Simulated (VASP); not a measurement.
Input:

```
CELL_PARAMETERS angstrom
      0.00000     2.77842     2.77842
      2.77842     0.00000     2.77842
      2.77842     2.77842     0.00000
ATOMIC_POSITIONS crystal
  Li 0.25000 0.25000 0.25000
  Li 0.75000 0.75000 0.75000
  S  0.00000 0.00000 0.00000
```

Calculation: SCAN meta-GGA, VASP's PBE PAW potentials (set 64) (plane waves; VASP). Numerical set-up: 520 eV cut-off, 7×7×7 Γ-centred mesh, Gaussian smearing of 0.050 eV, potentials Li_sv S.

Q: Give the stress tensor in GPa (positive for a compressed cell).

A: 
```
2.88  0.00  0.00
0.00  2.88  0.00
0.00  0.00  2.88
```
The pressure is its mean diagonal, 2.88 GPa.

The compound is Li2S in the antifluorite structure. This cell is one point of a volume scan, at 0.94 of the reference volume.
